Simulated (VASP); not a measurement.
# A VASP study of MnGa4 (optB86b-vdW): structure first, properties next, part 7 of 8

Wanted: the relaxed cell of MnGa4 and its properties. The start is a computed cell from the Materials Project.

VASP 6.6.1, plane waves and PAW; the level of theory is named at each step.

Still holding for the runs below: The magnetic order is the lowest of the few collinear ones that converged above; longer or canted patterns were not tried. The cell is doubled for it, so bands and modes from the zone boundary of the chemical cell fold onto Γ and the labels are those of the larger cell.

So far. Step 9 (Density of states (optB86b-vdW)): The finer mesh and the other smearing move the Fermi level by +0.04 eV from the 7×7×7 run, a small shift, which tests the Fermi level alone. Of the states within 0.3 eV of the Fermi level, the largest shares in the PAW spheres are Mn d 40 % and Ga p 25 %. The rest lies in smaller channels or between the spheres. The relaxed cell has a = 5.544 Å (conventional setting).

### 11. Electric field gradients (optB86b-vdW)

Level of this step: optB86b-vdW, spin-polarised from an antiferromagnetic start; plane waves and PAW (Mn_pv, Ga_d) (VASP).

Field gradients probe how far the charge around each nucleus departs from cubic symmetry; LASPH keeps the non-spherical terms inside the spheres.

The input, INCAR:

```
SYSTEM = MnGa4
PREC = Accurate
ENCUT = 400
EDIFF = 1E-07
NELM = 100
ISMEAR = 1
SIGMA = 0.2
LREAL = .FALSE.
ALGO = Normal
GGA = MK
AGGAC = 0
LUSE_VDW = .TRUE.
PARAM1 = 0.1234
PARAM2 = 1
LASPH = .TRUE.
NBANDS = 85
ISPIN = 2
MAGMOM = 1.055 -1.055 0 0 0 0 0 0 0 0
LMAXMIX = 4
LORBIT = 11
LWAVE = .FALSE.
LCHARG = .FALSE.
KPAR = 8
LEFG = .TRUE.
```

The input, POSCAR:

```
MnGa4
1.0
   -5.5437287800      5.5437287800      5.5437287800
    0.0000000000      0.0000000000      5.5437287800
    0.0000000000      5.5437287800      0.0000000000
Mn Ga
2 8
Direct
    0.0000000000      0.0000000000      0.0000000000
    0.5000000000      0.0000000000      0.0000000000
    0.7500000000      0.0000000000      0.5000000000
    0.2500000000      0.0000000000      0.5000000000
    0.7500000000      0.5000000000      0.0000000000
    0.2500000000      0.5000000000      0.0000000000
    0.2500000000      0.0000000000      0.0000000000
    0.7500000000      0.0000000000      0.0000000000
    0.7500000000      0.5000000000      0.5000000000
    0.2500000000      0.5000000000      0.5000000000
```

The input, KPOINTS:

```
Automatic mesh
0
Gamma
7 7 7
0 0 0
```

Potentials, in the order of the species: Mn_pv and Ga_d (PBE family, release 64).

Run with:

```bash
> mpirun -np 8 vasp_std
```

The log of the run:

```text
[... set-up lines as in an earlier step ...]
 entering main loop
       N       E                     dE             d eps       ncg     rms          rms(c)
DAV:   1     0.134686318859E+04    0.13469E+04   -0.49798E+04  7284   0.249E+03
DAV:   2     0.236368713562E+03   -0.11105E+04   -0.10593E+04  6800   0.679E+02
DAV:   3     0.370728461767E+01   -0.23266E+03   -0.21933E+03  7628   0.217E+02
DAV:   4    -0.126263609442E+02   -0.16334E+02   -0.15976E+02  7951   0.606E+01
DAV:   5    -0.132004439711E+02   -0.57408E+00   -0.57250E+00  8552   0.123E+01    0.179E+01
DAV:   6    -0.193798959921E+02   -0.61795E+01   -0.32789E+01  7321   0.280E+01    0.311E+01
DAV:   7    -0.107337157408E+02    0.86462E+01   -0.20839E+01  7235   0.261E+01    0.700E+00
DAV:   8    -0.103531078607E+02    0.38061E+00   -0.18378E+00  7754   0.583E+00    0.262E+00
DAV:   9    -0.103494831693E+02    0.36247E-02   -0.18060E-01  8019   0.194E+00    0.141E+00
DAV:  10    -0.103561067179E+02   -0.66235E-02   -0.39807E-02  8361   0.108E+00    0.593E-01
DAV:  11    -0.103605752259E+02   -0.44685E-02   -0.11718E-02  7673   0.622E-01    0.198E-01
DAV:  12    -0.103609668446E+02   -0.39162E-03   -0.24931E-03  8235   0.199E-01    0.109E-01
DAV:  13    -0.103609734602E+02   -0.66156E-05   -0.16994E-04  8230   0.657E-02    0.411E-02
DAV:  14    -0.103609886057E+02   -0.15146E-04   -0.45138E-05  8726   0.329E-02    0.160E-02
DAV:  15    -0.103609914090E+02   -0.28032E-05   -0.99969E-06  7991   0.142E-02    0.358E-03
DAV:  16    -0.103609912417E+02    0.16730E-06   -0.46934E-07  6139   0.301E-03    0.165E-03
DAV:  17    -0.103609911357E+02    0.10597E-06   -0.54508E-08  4114   0.133E-03    0.704E-04
DAV:  18    -0.103609910969E+02    0.38774E-07   -0.23318E-08  3926   0.872E-04
ion   1
     0.0000000    -0.0000000     0.0000000    -0.0000000     0.0000000    -0.0000000
     0.0000442    -0.0000000     0.0000000    -0.0000000     0.0000000    -0.0000000
     0.0000608    -0.0000000     0.0000000    -0.0000000     0.0000000    -0.0000000
     0.0000838    -0.0000000     0.0000000    -0.0000000     0.0000000    -0.0000000
     0.0001154    -0.0000000     0.0000000    -0.0000000     0.0000000    -0.0000000

     0.0000000    -0.0000000     0.0000000    -0.0000000     0.0000000    -0.0000000
     0.0000442    -0.0000000     0.0000000    -0.0000000     0.0000000    -0.0000000
     0.0000608    -0.0000000     0.0000000    -0.0000000     0.0000000    -0.0000000
     0.0000838    -0.0000000     0.0000000    -0.0000000     0.0000000    -0.0000000
     0.0001154    -0.0000000     0.0000000    -0.0000000     0.0000000    -0.0000000

ion   2
     0.0000000    -0.0000000     0.0000000    -0.0000000    -0.0000000    -0.0000000
     0.0000442    -0.0000000     0.0000000    -0.0000000    -0.0000000    -0.0000000
     0.0000608    -0.0000000     0.0000000    -0.0000000    -0.0000000    -0.0000000
     0.0000838    -0.0000000     0.0000000    -0.0000000    -0.0000000    -0.0000000
     0.0001154    -0.0000000     0.0000000    -0.0000000    -0.0000000    -0.0000000

     0.0000000    -0.0000000     0.0000000    -0.0000000    -0.0000000    -0.0000000
     0.0000442    -0.0000000     0.0000000    -0.0000000    -0.0000000    -0.0000000
     0.0000608    -0.0000000     0.0000000    -0.0000000    -0.0000000    -0.0000000
     0.0000838    -0.0000000     0.0000000    -0.0000000    -0.0000000    -0.0000000
     0.0001154    -0.0000000     0.0000000    -0.0000000    -0.0000000    -0.0000000

ion   3
     0.0000000     0.4217243    -0.4217243    -0.0000000    -0.4217243     0.0000000
     0.0000481     0.4217243    -0.4217243    -0.0000000    -0.4217243     0.0000000
     0.0000628     0.4217243    -0.4217243    -0.0000000    -0.4217243     0.0000000
     0.0000820     0.4217244    -0.4217244    -0.0000000    -0.4217244     0.0000000
     0.0001070     0.4217244    -0.4217244    -0.0000000    -0.4217244     0.0000000

     0.0000000    70.6428046   -70.6428046    -0.0000000   -70.6428046    -0.0000000
     0.0000481    70.6404040   -70.6404040    -0.0000000   -70.6404040    -0.0000000
     0.0000628    70.6392722   -70.6392722    -0.0000000   -70.6392722    -0.0000000
     0.0000820    70.6375621   -70.6375621    -0.0000000   -70.6375621    -0.0000000
     0.0001070    70.6349929   -70.6349929    -0.0000000   -70.6349929    -0.0000000

ion   4
     0.0000000     0.4217243    -0.4217243    -0.0000000    -0.4217243    -0.0000000
     0.0000481     0.4217243    -0.4217243    -0.0000000    -0.4217243    -0.0000000
     0.0000628     0.4217243    -0.4217243    -0.0000000    -0.4217243    -0.0000000
     0.0000820     0.4217244    -0.4217244    -0.0000000    -0.4217244    -0.0000000
     0.0001070     0.4217244    -0.4217244    -0.0000000    -0.4217244    -0.0000000

     0.0000000    70.6428046   -70.6428046    -0.0000000   -70.6428046    -0.0000000
     0.0000481    70.6404040   -70.6404040    -0.0000000   -70.6404040    -0.0000000
     0.0000628    70.6392722   -70.6392722    -0.0000000   -70.6392722    -0.0000000
     0.0000820    70.6375621   -70.6375621    -0.0000000   -70.6375621    -0.0000000
     0.0001070    70.6349929   -70.6349929    -0.0000000   -70.6349929    -0.0000000

ion   5
     0.0000000    -0.4217243    -0.4217243    -0.0000000     0.4217243     0.0000000
     0.0000481    -0.4217243    -0.4217243    -0.0000000     0.4217243     0.0000000
     0.0000628    -0.4217243    -0.4217243    -0.0000000     0.4217243     0.0000000
     0.0000820    -0.4217244    -0.4217244    -0.0000000     0.4217244     0.0000000
     0.0001070    -0.4217244    -0.4217244    -0.0000000     0.4217244     0.0000000

     0.0000000   -70.6428046   -70.6428046    -0.0000000    70.6428046     0.0000000
     0.0000481   -70.6404040   -70.6404040    -0.0000000    70.6404040     0.0000000
     0.0000628   -70.6392722   -70.6392722    -0.0000000    70.6392722     0.0000000
     0.0000820   -70.6375621   -70.6375621    -0.0000000    70.6375621     0.0000000
     0.0001070   -70.6349929   -70.6349929    -0.0000000    70.6349929     0.0000000

ion   6
     0.0000000    -0.4217243    -0.4217243    -0.0000000     0.4217243     0.0000000
     0.0000481    -0.4217243    -0.4217243    -0.0000000     0.4217243     0.0000000
     0.0000628    -0.4217243    -0.4217243    -0.0000000     0.4217243     0.0000000
     0.0000820    -0.4217244    -0.4217244    -0.0000000     0.4217244     0.0000000
     0.0001070    -0.4217244    -0.4217244    -0.0000000     0.4217244     0.0000000

     0.0000000   -70.6428046   -70.6428046    -0.0000000    70.6428046     0.0000000
     0.0000481   -70.6404040   -70.6404040    -0.0000000    70.6404040     0.0000000
     0.0000628   -70.6392722   -70.6392722    -0.0000000    70.6392722     0.0000000
     0.0000820   -70.6375621   -70.6375621    -0.0000000    70.6375621     0.0000000
     0.0001070   -70.6349929   -70.6349929    -0.0000000    70.6349929     0.0000000

ion   7
     0.0000000    -0.4217243     0.4217243    -0.0000000    -0.4217243     0.0000000
     0.0000481    -0.4217243     0.4217243    -0.0000000    -0.4217243     0.0000000
     0.0000628    -0.4217243     0.4217243    -0.0000000    -0.4217243     0.0000000
     0.0000820    -0.4217244     0.4217244    -0.0000000    -0.4217244     0.0000000
     0.0001070    -0.4217244     0.4217244    -0.0000000    -0.4217244     0.0000000

     0.0000000   -70.6428046    70.6428046    -0.0000000   -70.6428046    -0.0000000
     0.0000481   -70.6404040    70.6404040    -0.0000000   -70.6404040    -0.0000000
     0.0000628   -70.6392722    70.6392722    -0.0000000   -70.6392722    -0.0000000
     0.0000820   -70.6375621    70.6375621    -0.0000000   -70.6375621    -0.0000000
     0.0001070   -70.6349929    70.6349929    -0.0000000   -70.6349929    -0.0000000

ion   8
     0.0000000    -0.4217243     0.4217243    -0.0000000    -0.4217243     0.0000000
     0.0000481    -0.4217243     0.4217243    -0.0000000    -0.4217243     0.0000000
     0.0000628    -0.4217243     0.4217243    -0.0000000    -0.4217243     0.0000000
     0.0000820    -0.4217244     0.4217244    -0.0000000    -0.4217244     0.0000000
     0.0001070    -0.4217244     0.4217244    -0.0000000    -0.4217244     0.0000000

     0.0000000   -70.6428046    70.6428046    -0.0000000   -70.6428046     0.0000000
     0.0000481   -70.6404040    70.6404040    -0.0000000   -70.6404040     0.0000000
     0.0000628   -70.6392722    70.6392722    -0.0000000   -70.6392722     0.0000000
     0.0000820   -70.6375621    70.6375621    -0.0000000   -70.6375621     0.0000000
     0.0001070   -70.6349929    70.6349929    -0.0000000   -70.6349929     0.0000000

ion   9
     0.0000000     0.4217243     0.4217243    -0.0000000     0.4217243    -0.0000000
     0.0000481     0.4217243     0.4217243    -0.0000000     0.4217243    -0.0000000
     0.0000628     0.4217243     0.4217243    -0.0000000     0.4217243    -0.0000000
     0.0000820     0.4217244     0.4217244    -0.0000000     0.4217244    -0.0000000
     0.0001070     0.4217244     0.4217244    -0.0000000     0.4217244    -0.0000000

     0.0000000    70.6428046    70.6428046    -0.0000000    70.6428046    -0.0000000
     0.0000481    70.6404040    70.6404040    -0.0000000    70.6404040    -0.0000000
     0.0000628    70.6392722    70.6392722    -0.0000000    70.6392722    -0.0000000
     0.0000820    70.6375621    70.6375621    -0.0000000    70.6375621    -0.0000000
     0.0001070    70.6349929    70.6349929    -0.0000000    70.6349929    -0.0000000

ion  10
     0.0000000     0.4217243     0.4217243    -0.0000000     0.4217243     0.0000000
     0.0000481     0.4217243     0.4217243    -0.0000000     0.4217243     0.0000000
     0.0000628     0.4217243     0.4217243    -0.0000000     0.4217243     0.0000000
     0.0000820     0.4217244     0.4217244    -0.0000000     0.4217244     0.0000000
     0.0001070     0.4217244     0.4217244    -0.0000000     0.4217244     0.0000000

     0.0000000    70.6428046    70.6428046    -0.0000000    70.6428046     0.0000000
     0.0000481    70.6404040    70.6404040    -0.0000000    70.6404040     0.0000000
     0.0000628    70.6392722    70.6392722    -0.0000000    70.6392722     0.0000000
     0.0000820    70.6375621    70.6375621    -0.0000000    70.6375621     0.0000000
     0.0001070    70.6349929    70.6349929    -0.0000000    70.6349929     0.0000000

   1 F= -.10360991E+02 E0= -.10355552E+02  d E =-.163185E-01  mag=     0.0000
```

Elapsed: 2.3 min, on 8 MPI ranks of AMD EPYC 9R45, shared host; peak memory 7.4 GiB.

OUTCAR, selected parts (step 11):

```text
   NELECT =     130.0000    total number of electrons

 E-fermi :   6.1559

 k-point     3 :       0.2857    0.0000    0.0000
  band No.  band energies     occupation
    ...
     63       4.2612      1.00000
     64       4.9046      1.00000
     65       5.5611      1.00011
     66       6.0133      0.96418
     67       6.0133      0.96417
     68       6.5524     -0.00845
     69       6.6239     -0.00230
     70       7.4610     -0.00000
     71       7.8806     -0.00000
     72       8.4590     -0.00000
    ...

Total vdW correction in eV:     25.3837075

  Total       -0.0052359     -0.0052359     -0.0052359      0.0000000      0.0000000      0.0000000
  in kB       -0.0492375     -0.0492375     -0.0492375      0.0000000      0.0000000      0.0000000
  external PRESSURE =      -0.0492375 kB  Pullay stress =       0.0000000 kB

 POSITION                                       TOTAL-FORCE (eV/Angst)
 -----------------------------------------------------------------------------------
      0.00000      0.00000      0.00000         0.000000     -0.000000     -0.000000
     -2.77186      2.77186      2.77186        -0.000000      0.000000      0.000000
     -4.15780      6.92966      4.15780         0.000000     -0.000000      0.000000
     -1.38593      4.15780      1.38593        -0.000000      0.000000      0.000000
     -4.15780      4.15780      6.92966        -0.000000     -0.000000      0.000000
     -1.38593      1.38593      4.15780        -0.000000     -0.000000     -0.000000
     -1.38593      1.38593      1.38593         0.000000      0.000000     -0.000000
     -4.15780      4.15780      4.15780         0.000000      0.000000     -0.000000
     -4.15780      6.92966      6.92966         0.000000     -0.000000      0.000000
     -1.38593      4.15780      4.15780        -0.000000     -0.000000     -0.000000
 -----------------------------------------------------------------------------------
    total drift:                               -0.000000      0.000000     -0.000000

  FREE ENERGIE OF THE ION-ELECTRON SYSTEM (eV)
  ---------------------------------------------------
  free  energy   TOTEN  =       -10.3609910969 eV

  energy  without entropy=      -10.3446726145  energy(sigma->0) =      -10.35555160

Total vdW correction in eV:     25.3837049

 Electric field gradients after diagonalization (V/A^2)
 (convention: |V_zz| > |V_xx| > |V_yy|)
----------------------------------------------------------------------
 ion       V_xx      V_yy      V_zz     asymmetry (V_yy - V_xx)/ V_zz
----------------------------------------------------------------------
   1       0.019     0.007    -0.026       0.454
   2       0.019     0.007    -0.026       0.454
   3      76.216    76.202  -152.418       0.000
   4      76.216    76.202  -152.418       0.000
   5      76.216    76.202  -152.418       0.000
   6      76.216    76.202  -152.418       0.000
   7      76.222    76.207  -152.429       0.000
   8      76.222    76.207  -152.429       0.000
   9      76.210    76.204  -152.414       0.000
  10      76.210    76.204  -152.414       0.000
----------------------------------------------------------------------

 magnetization (x)
# of ion       s       p       d       tot
------------------------------------------
    1        0.010   0.017   1.027   1.054
    2       -0.010  -0.017  -1.027  -1.054
    3        0.000   0.000   0.000   0.000
    4        0.000   0.000   0.000   0.000
    5        0.000   0.000   0.000   0.000
    6        0.000   0.000   0.000   0.000
    7        0.000   0.000   0.000   0.000
    8        0.000   0.000   0.000   0.000
    9        0.000   0.000   0.000   0.000
   10        0.000   0.000   0.000   0.000
--------------------------------------------------
tot          0.000   0.000   0.000   0.000

[... 13 parts as in an earlier step ...]

[... 5 further parts left out ...]
```

Numbers from this step:

* SCF cycles: 18
* irreducible k-points: 20
* free energy (TOTEN): -10.36 eV
* Fermi energy: 6.156 eV
* pressure: -0.004924 GPa

Electric field gradients, by row:

```
atom  Vxx (V/Å²)  Vyy (V/Å²)  Vzz (V/Å²)  asymmetry
 Mn1       0.019       0.007      -0.026          -
 Mn2       0.019       0.007      -0.026          -
 Ga3       76.22        76.2      -152.4          0
 Ga4       76.22        76.2      -152.4          0
 Ga5       76.22        76.2      -152.4          0
 Ga6       76.22        76.2      -152.4          0
 Ga7       76.22       76.21      -152.4          0
 Ga8       76.22       76.21      -152.4          0
 Ga9       76.21        76.2      -152.4          0
Ga10       76.21        76.2      -152.4          0
```

The largest gradient, -152.43 V/Å², sits on Ga7 and like sites; times the quadrupole moment of a nucleus that has one, it gives the coupling that NMR and NQR see.

(Part 7 of 8 ends here.)

[Lines on the potential files, build, host, timing and source positions are cut from VASP's logs without a mark.]

[Logs are printed without paths, hosts, clocks, repeated set-up lines and the standing remarks that a program may print on its own settings, such as how far it seeks lower states.]

[Hosts, paths, dates, database ids (printed as entryN), source tags and the programs' standing remarks are cut or masked in the printed files.]

[A measured line is paired with the nearest computed mode of its activity, which favours agreement.]
